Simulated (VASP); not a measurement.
Here is the system:

```
CdS
1.0
    0.00000     3.02503     3.02503
    3.02503     0.00000     3.02503
    3.02503     3.02503     0.00000
Cd S
1 1
Direct
  0.00000   0.00000   0.00000
  0.25000   0.25000   0.25000
```

Calculation: PW91 GGA, VASP's PBE PAW potentials (set 64) (plane waves; VASP 6.6.1). Run with 520 eV cut-off, 8×8×8 Γ-centred mesh, Gaussian smearing of 0.050 eV, potentials Cd S.

### Question
Give the stress tensor in GPa (positive for a compressed cell).

### Answer

```
-2.74   0.00   0.00
 0.00  -2.74   0.00
 0.00   0.00  -2.74
```
The pressure is its mean diagonal, -2.74 GPa.

The compound is CdS in the zinc blende structure, a metastable form; wurtzite is the usual one. This cell is one point of a volume scan, at 1.06 of the reference volume.
